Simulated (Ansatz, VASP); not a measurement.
# Two plane-wave programs on GaB5

```
Ga B
1.0
     0.00000    3.58548    3.58548
     3.58548    0.00000    3.58548
     3.58548    3.58548    0.00000
Ga B
1 5
Direct
  0.75000 0.75000 0.75000
  0.58422 0.24733 0.58422
  0.58422 0.58422 0.58422
  0.24733 0.58422 0.58422
  0.58422 0.58422 0.24733
  0.25000 0.25000 0.25000
```

Alike in both runs: functional PBE; k mesh 10 × 10 × 10; occupations gaussian, width 0.1 eV; no spin polarisation.

Ansatz relaxed the structure, and its values are those at the end. VASP's run is a single point on that final structure, the one shown.

|  | VASP | Ansatz |
| --- | --- | --- |
| version | VASP 6.6.1 | Ansatz 0.2.0 |
| potentials or method | VASP PAW PBE potentials, release 64 (Ga_d, B) | scalar-relativistic, plane waves, PAW |
| plane-wave cutoff (eV) | 520 | 420 |
| valence electrons in the cell | 28 | 28 |

|  | VASP | Ansatz | Ansatz less VASP |
| --- | --- | --- | --- |
| gap on the k mesh at the Fermi level (eV) | none | none | - |
| pressure (GPa) | 0.0 | 0.0 | 0.00 |
| rms of the force components (eV/Å) | 0.008 | 0.004 | -0.0039 |

A gap of «none» marks a metal or a gap that the smearing closes.
